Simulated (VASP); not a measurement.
These are LDA (Ceperley-Alder, Perdew-Zunger), VASP's LDA PAW potentials (set 64) (plane waves; VASP) values and carry that method's errors.

VASP ran on this input.

KPOINTS:
```
Automatic mesh
0
Gamma
12 12 7
0 0 0
```

### POSCAR
```
AlN
3.1348470
  1.0000000000   0.0000000000   0.0000000000
 -0.5000001595   0.8660253595   0.0000000000
  0.0000000000   0.0000000000   1.6035851191
Al N
2 2
Direct
  0.6666670000   0.3333330000   0.4992900000
  0.3333330000   0.6666670000   0.9992900000
  0.6666670000   0.3333330000   0.8807100000
  0.3333330000   0.6666670000   0.3807100000
```

**INCAR**
```
# general
SYSTEM = AlN
PREC   = Accurate
ENCUT  = 400   # plane-wave cut-off (eV)
LREAL  = .False.
LASPH  = .True.   # aspherical one-centre terms

# electronic loop
EDIFF  = 1E-6
NELM   = 100
ALGO   = Normal   # blocked Davidson

# smearing
ISMEAR = 0   # Gaussian
SIGMA  = 0.01   # width (eV)

# ions
ISIF   = 2   # forces and stress, cell fixed

# output
LWAVE  = .False.
LCHARG = .False.
```

POTCAR, in this order: Al N (LDA.64 set). Program: vasp_std.

The resulting files:

**OUTCAR**
```
 ion  position               nearest neighbor table
   1  0.667  0.333  0.499-   4 1.91   4 1.91   4 1.91   3 1.92   2 3.10   2 3.10   2 3.10   2 3.10
                             2 3.10   2 3.10
   2  0.333  0.667  0.999-   3 1.91   3 1.91   3 1.91   4 1.92   1 3.10   1 3.10   1 3.10   1 3.10
                             1 3.10   1 3.10
   3  0.667  0.333  0.881-   2 1.91   2 1.91   2 1.91   1 1.92
   4  0.333  0.667  0.381-   1 1.91   1 1.91   1 1.91   2 1.92
  LATTYP: Found a hexagonal cell.
 ALAT       =     3.1348470000
 C/A-ratio  =     1.6035851191
 Subroutine PRICEL returns:
 Original cell was already a primitive cell.
 Subroutine GETGRP returns: Found 12 space group operations
The static configuration has the point symmetry C_3v.
 The point group associated with its full space group is C_6v.
The dynamic configuration has the point symmetry C_3v.
 Subroutine INISYM returns: Found 12 space group operations
 Subroutine IBZKPT returns following result:
 Found     76 irreducible k-points:

 Following reciprocal coordinates:
            Coordinates               Weight
  0.000000  0.000000  0.000000      1.000000
  0.083333  0.000000  0.000000      6.000000
  0.166667  0.000000  0.000000      6.000000
  0.250000  0.000000  0.000000      6.000000
  0.333333  0.000000  0.000000      6.000000
  0.416667  0.000000  0.000000      6.000000
  0.500000  0.000000  0.000000      3.000000
  0.083333  0.083333  0.000000      6.000000
  0.166667  0.083333  0.000000     12.000000
  0.250000  0.083333  0.000000     12.000000
  0.333333  0.083333  0.000000     12.000000
  0.416667  0.083333  0.000000     12.000000
  0.166667  0.166667  0.000000      6.000000
  0.250000  0.166667  0.000000     12.000000
  0.333333  0.166667  0.000000     12.000000
  0.416667  0.166667  0.000000      6.000000
  0.250000  0.250000  0.000000      6.000000
  0.333333  0.250000  0.000000     12.000000
...
```

**OSZICAR**
```
       N       E                     dE             d eps       ncg     rms          rms(c)
DAV:   1     0.355556337385E+02    0.35556E+02   -0.65336E+03  1832   0.961E+02
DAV:   2    -0.347685727940E+02   -0.70324E+02   -0.65787E+02  2696   0.192E+02
DAV:   3    -0.376634671361E+02   -0.28949E+01   -0.28855E+01  2388   0.420E+01
DAV:   4    -0.376829147613E+02   -0.19448E-01   -0.19445E-01  2068   0.409E+00
DAV:   5    -0.376831659602E+02   -0.25120E-03   -0.25119E-03  2344   0.458E-01    0.120E+01
DAV:   6    -0.329086366557E+02    0.47745E+01   -0.17850E+01  2152   0.313E+01    0.446E+00
DAV:   7    -0.328510070668E+02    0.57630E-01   -0.55558E-01  2108   0.551E+00    0.282E+00
DAV:   8    -0.327964855548E+02    0.54522E-01   -0.84888E-02  2056   0.295E+00    0.372E-01
DAV:   9    -0.327923570166E+02    0.41285E-02   -0.13364E-02  2284   0.836E-01    0.218E-01
DAV:  10    -0.327925014383E+02   -0.14442E-03   -0.69346E-04  2136   0.196E-01    0.115E-01
DAV:  11    -0.327924618767E+02    0.39562E-04   -0.94334E-05  2168   0.822E-02    0.229E-02
DAV:  12    -0.327924616497E+02    0.22701E-06   -0.12066E-06  1692   0.936E-03
   1 F= -.32792462E+02 E0= -.32792462E+02  d E =-.313790E-16
```

**OUTCAR**
```
------------------------ aborting loop because EDIFF is reached ----------------------------------------
  FORCE on cell =-STRESS in cart. coord.  units (eV):
  Direction    XX          YY          ZZ          XY          YZ          ZX
  --------------------------------------------------------------------------------------
  Total       -3.1814767     -3.1814764     -3.1371742      0.0000006      0.0000000      0.0000000
  in kB     -119.1427586   -119.1427464   -117.4836799      0.0000219      0.0000000      0.0000000
  external PRESSURE =    -118.5897283 kB  Pullay stress =       0.0000000 kB
  volume of cell :       42.78
      direct lattice vectors                 reciprocal lattice vectors
     3.134847000  0.000000000  0.000000000     0.318994835  0.184171822  0.000000000
    -1.567424000  2.714857000  0.000000000     0.000000000  0.368343526  0.000000000
     0.000000000  0.000000000  5.026994000     0.000000000  0.000000000  0.198926038
  FREE ENERGIE OF THE ION-ELECTRON SYSTEM (eV)
  ---------------------------------------------------
  free  energy   TOTEN  =       -32.7924616497 eV

  energy  without entropy=      -32.7924616497  energy(sigma->0) =      -32.79246165
```
(Selected blocks of OUTCAR.)

At this cut-off the stress carries a Pulay error, which pulls relaxed volumes low.

The structure comes from a computed database's AlN entry; how it stands against other phases isn't given here. The cell was not relaxed at this level. The run is one of a series of settings (GGA removed, POTCAR Al N (LDA.64 set) against the base run), some of them coarse on purpose.
